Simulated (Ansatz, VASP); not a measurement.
# BeCd in two plane-wave programs, part 2 of 2

One calculation is typed for both programs; each brings its own data sets. How far apart do they land? The cell is generated by rule, not measured, and may not be a known phase. The cell is taken from a series of runs on this material, whose earlier steps may have relaxed, scaled, displaced or heated it; both programs get it as it stands.

VASP 6.6.1 and Ansatz 0.2.0.

So far: The starting structure; Ansatz: relaxation of cell and atoms, PBEsol, pair 1; VASP: relaxation of cell and atoms, PBEsol, pair 1.

### 4. Comparison

Known differences besides the potentials themselves: the data sets hold 48 valence electrons in Ansatz (on norm-conserving files, of PseudoDojo where its log says so) and 28 in VASP; the cutoff is 1387.78 eV in Ansatz and 600 eV in VASP; Ansatz adds a Pulay correction to the stress that steers its cell, VASP none. Total energies have different zeros and are not compared.

The two programs side by side:

```tsv
quantity	Ansatz	VASP	difference
volume (Å³)	57.68	57.80	-0.22 %
edge a after relaxation, in the typed setting (Å)	4.528	4.531	-0.06 %
edge c after relaxation, in the typed setting (Å)	2.819	2.822	-0.10 %
```

### 5. VASP: relaxation of cell and atoms, PBEsol, pair 2

The relaxed volume is the usual yardstick between codes: in a stiff, nearly cubic crystal its relative difference is about their pressure difference at one cell divided by the bulk modulus.

Input file INCAR:

```
SYSTEM = BeCd
PREC = Accurate
ENCUT = 600
EDIFF = 1E-07
NELM = 120
ISMEAR = 1
SIGMA = 0.2
LREAL = .FALSE.
ALGO = Normal
GGA = PS
NBANDS = 20
LORBIT = 11
LWAVE = .FALSE.
LCHARG = .FALSE.
ISIF = 3
IBRION = 2
NSW = 80
EDIFFG = -0.005
LASPH = .TRUE.
GGA_COMPAT = .FALSE.
NELMIN = 4
KPAR = 2
```

Input file POSCAR:

```
BeCd
1.0
    4.0375210000      0.0000000000      0.0000000000
    0.0000000000      2.9259520000      0.0000000000
    0.0000000000      0.0000000000      4.9342480000
Be Cd
2 2
Direct
    0.2499999381      0.0000000000      0.3636394036
    0.7500000619      0.0000000000      0.6363605964
    0.2499999381      0.5000000000      0.7986771236
    0.7500000619      0.5000000000      0.2013230790
```

Input file KPOINTS:

```
Automatic mesh
0
Gamma
10 14 8
0 0 0
```

Potentials, in the order of the species: Be and Cd (PBE family, release 64).

On the command line:

```sh
$ mpirun -np 2 vasp_std
```

Numbers of over 12 decimals in the logs are rounded to 6 here.

Output:

```text
[banner, memory and clock lines left out]
running    2 mpi-ranks, on    1 nodes
[...]
[... a notice as in an earlier step ...]

 LDA part: xc-table for (Slater+PW92), standard interpolation
 POSCAR, INCAR and KPOINTS ok, starting setup
[...]
entering main loop
       N       E                     dE             d eps       ncg     rms          rms(c)
DAV:   1     0.194737502899E+03    0.19474E+03   -0.15569E+04  9600   0.152E+03
DAV:   2    -0.428921313135E+01   -0.19903E+03   -0.19228E+03  9972   0.360E+02
DAV:   3    -0.988498961116E+01   -0.55958E+01   -0.55540E+01 11668   0.668E+01
DAV:   4    -0.991050450101E+01   -0.25515E-01   -0.25494E-01 10516   0.409E+00
[...]
DAV:  12    -0.888486586112E+01    0.72221E-06   -0.30707E-06 10720   0.154E-02    0.576E-03
DAV:  13    -0.888486573515E+01    0.12597E-06   -0.21571E-07  8232   0.543E-03    0.880E-04
DAV:  14    -0.888486570839E+01    0.26766E-07   -0.79858E-09  5436   0.740E-04
   1 F= -.88848657E+01 E0= -.88852614E+01  d E =-.888487E+01
[... from here on, the cycles between the ionic steps are left out ...]
   2 F= -.88850498E+01 E0= -.88854837E+01  d E =-.184048E-03
   3 F= -.88850615E+01 E0= -.88855083E+01  d E =-.195805E-03
   4 F= -.88851065E+01 E0= -.88855660E+01  d E =-.450309E-04
 trial-energy change:   -0.000045  1 .order   -0.000043   -0.000072   -0.000014
 step:   1.2906(harm=  1.3358)  dis= 0.00029  next Energy=    -8.885108 (dE=-0.465E-04)
 reached required accuracy - stopping structural energy minimisation
```

Parts of OUTCAR (step 5):

```text
  Total       -0.0169825     -0.0034322      0.0041285      0.0000000      0.0000000      0.0000000
  in kB       -0.4659924     -0.0941772      0.1132848      0.0000000      0.0000000      0.0000000
  external PRESSURE =      -0.1489616 kB  Pullay stress =       0.0000000 kB

 POSITION                                       TOTAL-FORCE (eV/Angst)
 -----------------------------------------------------------------------------------
      1.00989      0.00000      1.79932        -0.000000     -0.000000      0.004588
      3.02966      2.92152      3.14827        -0.000000     -0.000000     -0.004588
      1.00989      1.46076      3.95080         0.000000      0.000000     -0.000000
      3.02966      1.46076      0.99679         0.000000     -0.000000      0.000000
 -----------------------------------------------------------------------------------
    total drift:                                0.000143     -0.000000     -0.000445

  FREE ENERGIE OF THE ION-ELECTRON SYSTEM (eV)
  ---------------------------------------------------
  free  energy   TOTEN  =        -8.8851065444 eV

  energy  without entropy=       -8.8864849007  energy(sigma->0) =       -8.88556600

[... 1 part as in an earlier step ...]

[... 3 further parts left out ...]
[key lines of the parts left out:]
E-fermi :   4.6014
```

### 6. Ansatz: relaxation of cell and atoms, PBEsol, pair 2

The same cell, functional, mesh and smearing now go to Ansatz, which takes its cutoff from its data sets.

The cell is taken from a series of runs on this material, whose earlier steps may have relaxed, scaled, displaced or heated it; both programs get it as it stands.

Input file input.yaml:

```yaml
crystal:
  lattice:
    - [4.0375211671, 0.0, 0.0]
    - [0.0, 2.9259519438, 0.0]
    - [0.0, 0.0, 4.9342481555]
  atoms:
    - { symbol: Be, position: [0.25, 0.0, 0.3636394135] }
    - { symbol: Be, position: [0.75, 0.0, 0.6363605865] }
    - { symbol: Cd, position: [0.25, 0.5, 0.7986770247] }
    - { symbol: Cd, position: [0.75, 0.5, 0.2013229753] }
kpoints:
  mp_grid: { grid: [10, 14, 8] }
hamiltonian:
  xc: pbesol
  pseudopotentials: { kind: nc, accuracy: standard }
scf:
  occupations: { method: methfessel_paxton, width: 0.2 }
output:
  forces: true
  stress: true
  eigenvalues: true
relax:
  adjacent_minimum: "off"
  f_tol: 0.001
  max_steps: 60
  cell: { stress_tol: 0.01 }
```

On the command line:

```sh
$ ansatz run input.yaml --threads 4 --pin off --max-ram 7168MiB --backend cpu --events-out ev --progress --plain --runs-dir out
```

Output:

```text
[...]
Crystal: 4 atoms, lattice volume = 58.291 Å³
Basis set: ecut = 1387.780699 eV, 6845 PW (Γ), exchange–correlation on 100×72×120 points (8 copies of the dense FFT grid, shifted against one another)
Bands: 29, of which v1, the nominal top of the filled ones, is band 24 counted from 1 (23 counted from 0)
Symmetry: 8 space group operations
[...]
k-points: 240 of 1120
[...]
--- Relaxed structure (5 steps of the walk, 5 accepted, 1 SCFs on fresh bases) ---
[...]
cell:  # Å, volume = 58.2855 Å³
    - [4.034122, 0.0, 0.0]
    - [0.0, 2.919766, 0.0]
    - [0.0, 0.0, 4.948385]
  atoms:
    - { symbol: Be, position: [0.25, 0.0, 0.364265] }
    - { symbol: Be, position: [0.75, 0.0, 0.635735] }
    - { symbol: Cd, position: [0.25, 0.5, 0.798755] }
    - { symbol: Cd, position: [0.75, 0.5, 0.201245] }
[key lines of the parts left out:]
SCF converged after 5 iterations
Free energy (F): -10289.334434 eV
Fermi energy:    13.872781 eV
P = ⅓ Tr σ = 0.0032 GPa (0.032 kbar)
```

### 7. Side by side

What differs besides the data sets and the points named for the pairs above, as far as they apply: the data sets hold 48 valence electrons in Ansatz (on norm-conserving files, of PseudoDojo where its log says so) and 28 in VASP. Total energies have different zeros and are not compared.

Both answers:

```tsv
quantity	Ansatz	VASP	difference
volume (Å³)	58.29	58.39	-0.18 %
edge a after relaxation, in the typed setting (Å)	4.034	4.040	-0.13 %
edge b after relaxation, in the typed setting (Å)	2.920	2.921	-0.06 %
edge c after relaxation, in the typed setting (Å)	4.948	4.948	+0.02 %
```

### 8. Ansatz: relaxation of cell and atoms, PBEsol, pair 3

The relaxed volume is the usual yardstick between codes: in a stiff, nearly cubic crystal its relative difference is about their pressure difference at one cell divided by the bulk modulus.

The cell is taken from a series of runs on this material, whose earlier steps may have relaxed, scaled, displaced or heated it; both programs get it as it stands.

input.yaml, the sections that differ from step 6:

```yaml
crystal:
  lattice:
    - [-3.060635456, 0.0, 0.0]
    - [0.0, -3.060635456, -3.060635456]
    - [0.0, -3.060635456, 3.060635456]
  atoms:
    - { symbol: Be, position: [1.0, 0.4477232744, 0.5522767256] }
    - { symbol: Be, position: [1.0, 0.0522767256, -0.0522767256] }
    - { symbol: Cd, position: [0.5, -0.0183773141, 0.4816226859] }
    - { symbol: Cd, position: [0.5, 0.5183773141, 0.0183773141] }
kpoints:
  mp_grid: { grid: [14, 10, 10] }
relax:
  adjacent_minimum: "off"
  f_tol: 0.002
  max_steps: 120
  cell: { stress_tol: 0.03 }
# hamiltonian, scf, output: as in step 6
```

Output:

```text
[...]
Crystal: 4 atoms, lattice volume = 57.341 Å³
Basis set: ecut = 1387.780699 eV, 6755 PW (Γ), exchange–correlation on 80×108×108 points (8 copies of the dense FFT grid, shifted against one another)
Bands: 29, of which v1, the nominal top of the filled ones, is band 24 counted from 1 (23 counted from 0)
Symmetry: 8 space group operations
[...]
k-points: 248 of 1400
[...]
--- Relaxed structure (9 steps of the walk, 9 accepted, 2 SCFs on fresh bases) ---
[...]
cell:  # Å, volume = 57.6762 Å³
    - [-2.819287, 0.0, 0.0]
    - [0.0, -3.310219, -3.090086]
    - [0.0, -3.310219, 3.090086]
  atoms:
    - { symbol: Be, position: [1.0, 0.434764, 0.565236] }
    - { symbol: Be, position: [1.0, 0.065236, -0.065236] }
    - { symbol: Cd, position: [0.5, -0.037670, 0.462330] }
    - { symbol: Cd, position: [0.5, 0.537670, 0.037670] }
[key lines of the parts left out:]
SCF converged after 5 iterations
Free energy (F): -10289.278046 eV
Fermi energy:    13.987614 eV
P = ⅓ Tr σ = 0.0040 GPa (0.040 kbar)
```

### 9. VASP: relaxation of cell and atoms, PBEsol, pair 3

The same cell, functional, mesh and smearing now go to VASP, with its own data sets.

INCAR is that of step 5.

Input file POSCAR:

```
BeCd
1.0
   -3.0606350000      0.0000000000      0.0000000000
    0.0000000000     -3.0606350000     -3.0606350000
    0.0000000000     -3.0606350000      3.0606350000
Be Cd
2 2
Direct
    0.0000000000      0.4477232666      0.5522767334
    0.0000000000      0.0522767334      0.9477232666
    0.5000001634      0.9816226045      0.4816227678
    0.5000001634      0.5183773955      0.0183772322
```

Input file KPOINTS:

```
Automatic mesh
0
Gamma
14 10 10
0 0 0
```

On the command line:

```sh
$ mpirun -np 2 vasp_std
```

Output:

```text
[... set-up lines as in an earlier step ...]
 entering main loop
       N       E                     dE             d eps       ncg     rms          rms(c)
DAV:   1     0.197315641202E+03    0.19732E+03   -0.15346E+04  9920   0.151E+03
DAV:   2    -0.389016302296E+01   -0.20121E+03   -0.19404E+03 10284   0.361E+02
DAV:   3    -0.946414883447E+01   -0.55740E+01   -0.55301E+01 12080   0.669E+01
DAV:   4    -0.948974902298E+01   -0.25600E-01   -0.25570E-01 10972   0.412E+00
[...]
DAV:  12    -0.858054245169E+01    0.13073E-05   -0.54670E-06 11068   0.226E-02    0.653E-03
DAV:  13    -0.858054229483E+01    0.15687E-06   -0.32487E-07  9084   0.717E-03    0.678E-04
DAV:  14    -0.858054226989E+01    0.24935E-07   -0.10676E-08  5640   0.891E-04
   1 F= -.85805423E+01 E0= -.85806211E+01  d E =-.858054E+01
[... from here on, the cycles between the ionic steps are left out ...]
   2 F= -.86604932E+01 E0= -.86602855E+01  d E =-.799510E-01
   3 F= -.87181050E+01 E0= -.87181626E+01  d E =-.137563E+00
   8 F= -.88166433E+01 E0= -.88168657E+01  d E =-.158901E-01
   9 F= -.88180634E+01 E0= -.88184269E+01  d E =-.173102E-01
  10 F= -.88238380E+01 E0= -.88242532E+01  d E =-.577463E-02
  11 F= -.88261126E+01 E0= -.88265586E+01  d E =-.804922E-02
  12 F= -.88268709E+01 E0= -.88273263E+01  d E =-.758298E-03
  13 F= -.88268941E+01 E0= -.88273485E+01  d E =-.781547E-03
  14 F= -.88271150E+01 E0= -.88275699E+01  d E =-.220811E-03
  15 F= -.88272449E+01 E0= -.88277018E+01  d E =-.350783E-03
  16 F= -.88272556E+01 E0= -.88277137E+01  d E =-.106615E-04
  17 F= -.88272564E+01 E0= -.88277143E+01  d E =-.115051E-04
[...]
reached required accuracy - stopping structural energy minimisation
```

Parts of OUTCAR (step 9):

```text
  Total       -0.0153937     -0.0069055     -0.0019431      0.0000000      0.0000000      0.0000000
  in kB       -0.4265018     -0.1913243     -0.0538360      0.0000000      0.0000000      0.0000000
  external PRESSURE =      -0.2238873 kB  Pullay stress =       0.0000000 kB

 POSITION                                       TOTAL-FORCE (eV/Angst)
 -----------------------------------------------------------------------------------
      0.00000     -3.31297      0.40257         0.000000      0.000000     -0.000404
      0.00000     -3.31297      2.68747         0.000000      0.000000      0.000404
     -1.41219     -4.72134     -1.54502         0.000000      0.003792      0.000000
     -1.41219     -1.90460     -1.54502         0.000000     -0.003792      0.000000
 -----------------------------------------------------------------------------------
    total drift:                                0.000252     -0.000000      0.000000

  FREE ENERGIE OF THE ION-ELECTRON SYSTEM (eV)
  ---------------------------------------------------
  free  energy   TOTEN  =        -8.8272564278 eV

  energy  without entropy=       -8.8286299975  energy(sigma->0) =       -8.82771428

[... 2 parts as in an earlier step ...]

[... 2 further parts left out ...]
[key lines of the parts left out:]
E-fermi :   4.6108
```

### 10. Differences

What differs besides the data sets and the points named for the pairs above, as far as they apply: the data sets hold 48 valence electrons in Ansatz (on norm-conserving files, of PseudoDojo where its log says so) and 28 in VASP. Total energies have different zeros and are not compared.

Both answers:

```tsv
quantity	Ansatz	VASP	difference
volume (Å³)	57.68	57.83	-0.26 %
edge a after relaxation, in the typed setting (Å)	2.819	2.824	-0.18 %
edge b after relaxation, in the typed setting (Å)	4.528	4.530	-0.04 %
```

### 11. Summary of results

| Quantity | Value |
| --- | --- |
| difference in volume (relaxation of cell and atoms, PBEsol, pair 1) | -0.22 % |
| difference in volume (relaxation of cell and atoms, PBEsol, pair 2) | -0.18 % |
| difference in volume (relaxation of cell and atoms, PBEsol, pair 3) | -0.26 % |

**Reading.** The difference in volume is -0.26 % (relaxation of cell and atoms, PBEsol, pair 3), within the 1.2 % picked in this series as the mark of a large difference, as far as the stopping tolerances let one tell. The data sets hold unlike numbers of valence electrons (48 in Ansatz and 28 in VASP), so part of the differences comes from the potentials. Such differences can come from data sets, numerical settings and the points named under the comparisons, not from the functional's error against experiment.

[Lines on the potential files, build, host, timing and source positions are cut from VASP's logs without a mark.]

[Logs are printed without paths, hosts, clocks, repeated set-up lines and the standing remarks that a program may print on its own settings, such as how far it seeks lower states.]

[Hosts, paths, dates, database ids (printed as entryN), source tags and the programs' standing remarks are cut or masked in the printed files.]
